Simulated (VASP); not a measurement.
```xyz
2
Lattice="3.2323 0.0000 0.0000 0.0000 3.2323 0.0000 0.0000 0.0000 3.2323" Properties=species:S:1:pos:R:3 pbc="T T T"
Sc     0.0000     0.0000     0.0000
S      1.6162     1.6162     1.6162
```

Level of theory: PBE GGA, VASP's PBE PAW potentials (set 64) (plane waves; VASP). Numerical set-up: 400 eV cut-off, 10×10×10 Γ-centred mesh, first-order Methfessel-Paxton smearing of 0.10 eV, potentials Sc_sv S.

**Question.** What does the run give for the energy per atom (σ→0), band gap (on the k-mesh) with the smallest direct gap where there is one?

**Answer.** 
The band gap (on the k-mesh) is none (metal, semimetal or under 0.01 eV). The energy per atom (σ→0) comes out as -6.662 eV/atom.

Only differences to runs with the same potentials and settings are physical.

The structure was generated: ScS was put into the CsCl type type (Pm-3m), which need not be its known phase. It was relaxed first, which changed the volume by -26 %. The start is the result of an earlier pass. The electron count is odd and the run is not spin-polarised, which forces a metal.
